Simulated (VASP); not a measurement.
These are PBE GGA, VASP's PBE PAW potentials (set 64) (plane waves; VASP) values and carry that method's errors.

The input files of a VASP run:

### POSCAR
```
Cr
1
    2.8418717838     0.0000000000     0.0000000000
   -0.0000000000     2.8418717838    -0.0000000000
   -0.0000000000    -0.0000000000     2.8418717838
Cr
2
Direct
  0.0000000000   0.0000000000   0.0000000000
  0.5000000000   0.5000000000   0.5000000000
```

**KPOINTS**
```
Automatic mesh
0
Gamma
12 12 12
0 0 0
```

**INCAR**
```
SYSTEM = Cr
PREC = Accurate; ENCUT = 400; LREAL = .FALSE.
LASPH = .TRUE.
EDIFF = 1E-6; NELM = 100; ALGO = Normal
LMAXMIX = 4
ISMEAR = 1; SIGMA = 0.1
GGA = PE
IBRION = 2; NSW = 60; ISIF = 3
EDIFFG = -0.01
LWAVE = .FALSE.; LCHARG = .FALSE.
```

POTCAR, in this order: Cr_pv (PBE.64 set). Program: vasp_std.

Output of the run:

### OSZICAR
```
       N       E                     dE             d eps       ncg     rms          rms(c)
DAV:   1     0.200596472213E+03    0.20060E+03   -0.12575E+04  2720   0.155E+03
DAV:   2    -0.152385492705E+02   -0.21584E+03   -0.21429E+03  2840   0.458E+02
DAV:   3    -0.222705690117E+02   -0.70320E+01   -0.69812E+01  3584   0.942E+01
DAV:   4    -0.223564373494E+02   -0.85868E-01   -0.85844E-01  3208   0.107E+01
DAV:   5    -0.223583444444E+02   -0.19071E-02   -0.19071E-02  3664   0.123E+00    0.184E+01
DAV:   6    -0.190720664931E+02    0.32863E+01   -0.19156E+01  2840   0.524E+01    0.265E+00
DAV:   7    -0.190455042256E+02    0.26562E-01   -0.16376E-01  2912   0.461E+00    0.156E+00
DAV:   8    -0.190298853572E+02    0.15619E-01   -0.20732E-02  3720   0.192E+00    0.191E-01
DAV:   9    -0.190298557763E+02    0.29581E-04   -0.35519E-03  3016   0.688E-01    0.118E-01
DAV:  10    -0.190297613552E+02    0.94421E-04   -0.18437E-04  3384   0.120E-01    0.569E-02
DAV:  11    -0.190297292143E+02    0.32141E-04   -0.19395E-04  2872   0.167E-01    0.408E-03
DAV:  12    -0.190297312577E+02   -0.20434E-05   -0.24354E-06  2560   0.149E-02    0.432E-03
DAV:  13    -0.190297329467E+02   -0.16889E-05   -0.17209E-06  1616   0.160E-02    0.257E-04
DAV:  14    -0.190297329349E+02    0.11724E-07   -0.12814E-07  1344   0.291E-03
   1 F= -.19029733E+02 E0= -.19029701E+02  d E =-.190297E+02
       N       E                     dE             d eps       ncg     rms          rms(c)
DAV:   1    -0.190374255024E+02   -0.76926E-02   -0.16540E-01  2816   0.603E+00    0.750E-01
DAV:   2    -0.190298912681E+02    0.75342E-02   -0.54038E-02  2840   0.258E+00    0.139E-01
DAV:   3    -0.190297084034E+02    0.18286E-03   -0.79741E-04  2760   0.369E-01    0.726E-02
DAV:   4    -0.190296552490E+02    0.53154E-04   -0.14193E-04  2848   0.151E-01    0.141E-02
DAV:   5    -0.190296518665E+02    0.33825E-05   -0.34606E-05  2856   0.701E-02    0.925E-03
DAV:   6    -0.190296492564E+02    0.26102E-05   -0.84252E-06  2848   0.319E-02    0.155E-03
DAV:   7    -0.190296497639E+02   -0.50754E-06   -0.13364E-07  1344   0.339E-03
   2 F= -.19029650E+02 E0= -.19029621E+02  d E =0.831710E-04
       N       E                     dE             d eps       ncg     rms          rms(c)
DAV:   1    -0.190327013822E+02   -0.30521E-02   -0.62141E-02  2824   0.371E+00    0.455E-01
DAV:   2    -0.190298756474E+02    0.28257E-02   -0.20302E-02  2840   0.157E+00    0.831E-02
DAV:   3    -0.190298058993E+02    0.69748E-04   -0.31031E-04  2760   0.229E-01    0.433E-02
DAV:   4    -0.190297879193E+02    0.17980E-04   -0.52208E-05  2856   0.915E-02    0.838E-03
DAV:   5    -0.190297883902E+02   -0.47084E-06   -0.10706E-05  2864   0.385E-02    0.485E-03
DAV:   6    -0.190297892545E+02   -0.86439E-06   -0.21712E-06  2576   0.156E-02
   3 F= -.19029789E+02 E0= -.19029759E+02  d E =-.563196E-04
```

**OUTCAR**
```
------------------------ aborting loop because EDIFF is reached ----------------------------------------
  FORCE on cell =-STRESS in cart. coord.  units (eV):
  Direction    XX          YY          ZZ          XY          YZ          ZX
  --------------------------------------------------------------------------------------
  Total       -0.0003495     -0.0003495     -0.0003495      0.0000000     -0.0000000     -0.0000000
  in kB       -0.0244428     -0.0244428     -0.0244428      0.0000000     -0.0000000     -0.0000000
  external PRESSURE =      -0.0244428 kB  Pullay stress =       0.0000000 kB
  volume of cell :       22.91
      direct lattice vectors                 reciprocal lattice vectors
     2.840244804 -0.000000000 -0.000000000     0.352082327 -0.000000000  0.000000000
     0.000000000  2.840244804  0.000000000     0.000000000  0.352082327  0.000000000
    -0.000000000 -0.000000000  2.840244804     0.000000000 -0.000000000  0.352082327
 POSITION                                       TOTAL-FORCE (eV/Angst)
 -----------------------------------------------------------------------------------
      0.00000      0.00000      0.00000        -0.000000     -0.000000     -0.000000
      1.42012      1.42012      1.42012         0.000000      0.000000      0.000000
 -----------------------------------------------------------------------------------
    total drift:                               -0.000000      0.000000      0.000000
  FREE ENERGIE OF THE ION-ELECTRON SYSTEM (eV)
  ---------------------------------------------------
  free  energy   TOTEN  =       -19.0297892545 eV

  energy  without entropy=      -19.0296976352  energy(sigma->0) =      -19.02975871

 reached required accuracy - stopping structural energy minimisation
```
(Selected blocks of OUTCAR.)

CONTCAR:
```
Cr
   1.00000000000000
     2.8402448041076460   -0.0000000000000000   -0.0000000000000000
     0.0000000000000000    2.8402448041076460    0.0000000000000000
    -0.0000000000000000   -0.0000000000000000    2.8402448041076460
  Cr
     2
Direct
     0.0000000000000000    0.0000000000000000    0.0000000000000000
     0.5000000000000000    0.5000000000000000    0.5000000000000000
```

OUTCAR:
```
 val. band max:       11.1494091268   @ k =   0.2500   0.0833   0.0833

 cond. band min:      11.1589361028   @ k =   0.3333   0.0833   0.0833


 Fermi energy:        11.1569371734

 k-point     1 :       0.0000    0.0000    0.0000
  band No.  band energies     occupation
      1     -32.2683      2.00000
      2     -32.2683      2.00000
      3     -32.2683      2.00000
      4     -31.6215      2.00000
      5     -31.6215      2.00000
      6     -31.6215      2.00000
      7       3.2015      2.00000
      8       6.7288      2.00000
      9       6.7288      2.00000
     10      10.1710      2.00000
     11      10.1710      2.00000
     12      10.1710      2.00000
     13      12.2457     -0.00000
     14      12.2457     -0.00000
     15      13.5629      0.00000
     16      13.5629      0.00000

 k-point     2 :       0.0833    0.0000    0.0000
  band No.  band energies     occupation
      1     -32.2678      2.00000
      2     -32.2565      2.00000
      3     -32.2565      2.00000
      4     -31.6448      2.00000
      5     -31.6317      2.00000
      6     -31.6317      2.00000
      7       3.3556      2.00000
      8       6.8085      2.00000
      9       6.8180      2.00000
     10      10.1638      2.00000
     11      10.1638      2.00000
     12      10.2230      2.00000
     13      12.1364     -0.00000
     14      12.2872     -0.00000
     15      13.3628      0.00000
     16      13.3628      0.00000

 k-point     3 :       0.1667    0.0000    0.0000
  band No.  band energies     occupation
      1     -32.2673      2.00000
      2     -32.2219      2.00000
      3     -32.2219      2.00000
      4     -31.7111      2.00000
      5     -31.6628      2.00000
      6     -31.6628      2.00000
      7       3.8046      2.00000
      8       7.0451      2.00000
      9       7.0572      2.00000
     10      10.1521      2.00000
     11      10.1521      2.00000
     12      10.3760      2.00000
     13      11.8188     -0.00000
...
```

The structure comes from a computed database's Cr entry (Im-3m); how it stands against other phases isn't given here. This run relaxes it. Symmetry was kept, so distortions that lower it aren't found. The start is the result of an earlier pass. The run is not spin-polarised, so no magnetic state was tried.
